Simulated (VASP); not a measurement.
NiO:

```
Ni O
1.0
     0.00000    2.08590    2.08590
     2.08590    0.00000    2.08590
     2.08590    2.08590    0.00000
Ni O
1 1
Cartesian
  0.0000 0.0000 0.0000
  2.0859 2.0859 2.0859
```

Base run:

- Program: VASP 6.6.1
- Functional: r2SCAN
- Potentials or basis: VASP PAW PBE potentials, release 64 (Ni, O)
- Cutoff: 600 eV
- k mesh: 12 × 12 × 12
- Occupations: gaussian, width 0.03 eV
- Spin: collinear spin, ferromagnetic start
- Starting moments: [2.0, 0.0] μB

Its results: band gap on the k mesh 0.70 eV, indirect (least direct gap 1.74 eV); pressure 2.4 GPa; net moment 2.00 μB per cell; site moments Ni +1.69; O +0.28 μB.

Question: The run is repeated on the same cell with these changes: functional from r2SCAN to PBE; hubbard terms from none to Ni d U = 6.2 eV. What comes out?

Answer: Band gap on the k mesh 2.52 eV, indirect (least direct gap 3.20 eV); pressure 3.2 GPa; net moment 2.00 μB per cell; site moments Ni +1.82; O +0.17 μB.

Several settings changed at once, so the effect can't be laid on one alone.

Caveats: a cell with one magnetic atom can't hold antiferromagnetic order, which such compounds often take; the PAW data sets were made with another functional, which shifts forces and pressure a little (some runs).

A k mesh can miss the band edges.
